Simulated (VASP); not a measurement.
Level of theory: PBE GGA, VASP's PBE PAW potentials (set 64) (plane waves; VASP).

A VASP calculation is set up with these files.

### INCAR
```
# general
SYSTEM  = CoAl
PREC    = Accurate
ENCUT   = 500   # plane-wave cut-off (eV)
LREAL   = F
LASPH   = T   # aspherical one-centre terms

# electronic loop
EDIFF   = 1E-6   # SCF stop (eV)
NELM    = 100
ALGO    = Normal
LMAXMIX = 4   # l cut-off of mixed one-centre charges

# smearing
ISMEAR  = 1   # Methfessel-Paxton
SIGMA   = 0.1

# functional
GGA     = PE   # PBE

# ions
IBRION  = 2   # conjugate gradients
NSW     = 40
ISIF    = 3
EDIFFG  = -0.02   # ionic stop
PSTRESS = 50   # kbar

# output
LWAVE   = F
LCHARG  = F
```

POSCAR:
```
CoAl
1
    2.8528739708     0.0000000000     0.0000000000
    0.0000000000     2.8528739708     0.0000000000
    0.0000000000     0.0000000000     2.8528739708
Al Co
1 1
Direct
  0.5000000000   0.5000000000   0.5000000000
  0.0000000000   0.0000000000   0.0000000000
```

**KPOINTS**
```
Regular mesh
0
gamma
 13 13 13
0 0 0
```

POTCAR, in this order: Al Co (PBE.64 set). Program: vasp_std.

The run wrote:

File OSZICAR:
```
       N       E                     dE             d eps       ncg     rms          rms(c)
DAV:   1     0.349607415183E+02    0.34961E+02   -0.52006E+03  1704   0.122E+03
DAV:   2    -0.123849010913E+02   -0.47346E+02   -0.44522E+02  1690   0.190E+02
DAV:   3    -0.136370816832E+02   -0.12522E+01   -0.12405E+01  2018   0.404E+01
DAV:   4    -0.136592447835E+02   -0.22163E-01   -0.22155E-01  2046   0.477E+00
DAV:   5    -0.136599002033E+02   -0.65542E-03   -0.65540E-03  1990   0.807E-01    0.125E+01
DAV:   6    -0.164933462635E+02   -0.28334E+01   -0.73478E+01  1902   0.127E+02    0.178E+01
DAV:   7    -0.120071195448E+02    0.44862E+01   -0.33058E+01  1858   0.815E+01    0.183E+00
DAV:   8    -0.120031506583E+02    0.39689E-02   -0.22934E-01  1736   0.421E+00    0.120E+00
DAV:   9    -0.119890157369E+02    0.14135E-01   -0.46388E-02  2034   0.307E+00    0.316E-01
DAV:  10    -0.119885175360E+02    0.49820E-03   -0.13521E-03  2130   0.504E-01    0.136E-01
DAV:  11    -0.119885051491E+02    0.12387E-04   -0.27323E-05  1954   0.484E-02    0.213E-02
DAV:  12    -0.119885024580E+02    0.26911E-05   -0.12231E-05  1954   0.487E-02    0.532E-03
DAV:  13    -0.119885023895E+02    0.68521E-07   -0.24259E-07   892   0.460E-03
   1 F= -.11263888E+02 E0= -.11263878E+02  d E =-.112639E+02
       N       E                     dE             d eps       ncg     rms          rms(c)
DAV:   1    -0.125418759264E+02   -0.55337E+00   -0.84472E+00  1810   0.502E+01    0.699E+00
DAV:   2    -0.133436640798E+02   -0.80179E+00   -0.23334E+01  1928   0.731E+01    0.920E+00
DAV:   3    -0.119624566751E+02    0.13812E+01   -0.10629E+01  1852   0.481E+01    0.113E+00
DAV:   4    -0.119545659020E+02    0.78908E-02   -0.61377E-02  1716   0.233E+00    0.682E-01
DAV:   5    -0.119491737891E+02    0.53921E-02   -0.17838E-02  2242   0.162E+00    0.150E-01
DAV:   6    -0.119491141418E+02    0.59647E-04   -0.48972E-04  1856   0.341E-01    0.497E-02
DAV:   7    -0.119491119350E+02    0.22068E-05   -0.10828E-05  2438   0.317E-02    0.657E-03
DAV:   8    -0.119491111715E+02    0.76353E-06   -0.21797E-06   940   0.225E-02
   2 F= -.11263781E+02 E0= -.11263639E+02  d E =0.106391E-03
       N       E                     dE             d eps       ncg     rms          rms(c)
DAV:   1    -0.121265941843E+02   -0.17748E+00   -0.21326E+00  1802   0.257E+01    0.340E+00
DAV:   2    -0.123436362099E+02   -0.21704E+00   -0.61580E+00  1912   0.365E+01    0.476E+00
DAV:   3    -0.119831862872E+02    0.36045E+00   -0.25242E+00  1926   0.242E+01    0.557E-01
DAV:   4    -0.119799677015E+02    0.32186E-02   -0.92253E-03  1700   0.105E+00    0.232E-01
DAV:   5    -0.119793344560E+02    0.63325E-03   -0.21271E-03  2494   0.531E-01    0.361E-02
DAV:   6    -0.119793436622E+02   -0.92061E-05   -0.40962E-05  1786   0.960E-02    0.962E-03
DAV:   7    -0.119793427437E+02    0.91848E-06   -0.21945E-06  1148   0.257E-02
   3 F= -.11274803E+02 E0= -.11274715E+02  d E =-.109156E-01
```

### OUTCAR
```
------------------------ aborting loop because EDIFF is reached ----------------------------------------
  FORCE on cell =-STRESS in cart. coord.  units (eV):
  Direction    XX          YY          ZZ          XY          YZ          ZX
  --------------------------------------------------------------------------------------
  Total        0.6943222      0.6943222      0.6943222      0.0000000      0.0000000     -0.0000000
  in kB       49.2748956     49.2748956     49.2748956      0.0000000      0.0000000     -0.0000000
  external PRESSURE =      -0.7251044 kB  Pullay stress =      50.0000000 kB
  volume of cell :       22.58
      direct lattice vectors                 reciprocal lattice vectors
     2.826280797  0.000000000 -0.000000000     0.353821885  0.000000000  0.000000000
    -0.000000000  2.826280797 -0.000000000    -0.000000000  0.353821885 -0.000000000
    -0.000000000  0.000000000  2.826280797     0.000000000  0.000000000  0.353821885
 POSITION                                       TOTAL-FORCE (eV/Angst)
 -----------------------------------------------------------------------------------
      1.41314      1.41314      1.41314        -0.000000     -0.000000      0.000000
      0.00000      0.00000      0.00000         0.000000      0.000000      0.000000
 -----------------------------------------------------------------------------------
    total drift:                                0.000000      0.000000      0.000000
  FREE ENERGIE OF THE ION-ELECTRON SYSTEM (eV)
  ---------------------------------------------------
  free  energy   TOTEN  =       -11.9793427437 eV

  energy  without entropy=      -11.9790780161  energy(sigma->0) =      -11.97925450
  enthalpy is  TOTEN    =       -11.2748032465 eV   P V=        0.7045394972

 reached required accuracy - stopping structural energy minimisation
```
(Selected blocks of OUTCAR.)

### CONTCAR
```
CoAl
   1.00000000000000
     2.8262807969576977    0.0000000000000000   -0.0000000000000000
    -0.0000000000000000    2.8262807969576977   -0.0000000000000000
    -0.0000000000000000    0.0000000000000000    2.8262807969576977
  Al              Co
     1     1
Direct
     0.5000000000000000    0.5000000000000000    0.5000000000000000
     0.0000000000000000    0.0000000000000000    0.0000000000000000
```

Energy and stress use the plane-wave basis of the starting cell.

The compound is CoAl in the CsCl type structure. This run relaxes it under an external pressure of 5 GPa. Symmetry was kept, so distortions that lower it aren't found. The run is not spin-polarised, so no magnetic state was tried.
